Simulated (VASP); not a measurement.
Energy against volume of Cs (bcc). All values below come from revTPSS meta-GGA, VASP's PBE PAW potentials (set 64) (plane waves; VASP). Numerical set-up: 520 eV cut-off, 8×8×8 Γ-centred mesh, first-order Methfessel-Paxton smearing of 0.10 eV, potentials Cs_sv.

```tsv
V (Å³/atom)	E (eV/atom)
111.843	20.69744
115.413	20.69488
118.982	20.69371
122.551	20.69380
```

Question: Fit these four points and predict the energy of the run at 126.121 Å³/atom.

Answer: A cubic in V^(−2/3), the third-order Birch-Murnaghan form, passes through the four points with V0 = 120.48 Å³/atom and B0 = 2 GPa, and gives 20.6950 eV/atom there. The run gave 20.6950 eV/atom, -0.0 meV/atom from the fit; all five points give B0 = 2 GPa.

The compound is Cs in the bcc structure. It was relaxed first, which changed the volume by +6 %.
